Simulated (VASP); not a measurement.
CaCoAu3:

```
Ca Co Au
1.0
     4.85104    0.00000    0.00000
     0.00000    4.85104    0.00000
     0.00000    0.00000    4.85104
Ca Co Au
1 1 3
Direct
  0.00000 0.00000 0.00000
  0.50000 0.50000 0.50000
  0.00000 0.50000 0.50000
  0.50000 0.00000 0.50000
  0.50000 0.50000 0.00000
```

The cell was built by a generator and needn't be a form met in nature.

```yaml
Program: VASP 6.6.1
Task: relaxation of cell and atoms
Functional: PBE
Dispersion: rVV10
Potentials_or_basis: VASP PAW PBE potentials, release 64 (Ca_sv, Co, Au)
Cutoff: 600 eV
k_mesh: 5 × 5 × 5
Occupations: fermi-dirac, width 0.05 eV
Spin: collinear spin, ferromagnetic start
Starting_moments: "[0.0, 2.0, 0.0, 0.0, 0.0] μB"
```

At the start: pressure -1.4 GPa; volume 22.83 Å³/atom.

Q: How do energy, volume and symmetry change on relaxing?

A: Over 3 steps the energy falls by 2.1 meV/atom and the volume is 22.36 Å³/atom (-2.0 %); space group Pm-3m (No. 221, to 0.05 Å); moment 1.61 μB per cell.

The path:
```
step  energy change (eV)  largest force (eV/Å)  pressure (GPa)  volume (Å³)
   1              0.0000                0.0000           -1.39       114.16
   2             -0.0088                0.0000            0.63       110.91
   3             -0.0106                0.0000            0.01       111.82
```

Final structure:
```
Ca Co Au
1.0
     4.81767    0.00000    0.00000
     0.00000    4.81767    0.00000
     0.00000    0.00000    4.81767
Ca Co Au
1 1 3
Direct
  0.00000 0.00000 0.00000
  0.50000 0.50000 0.50000
  0.00000 0.50000 0.50000
  0.50000 0.00000 0.50000
  0.50000 0.50000 0.00000
```
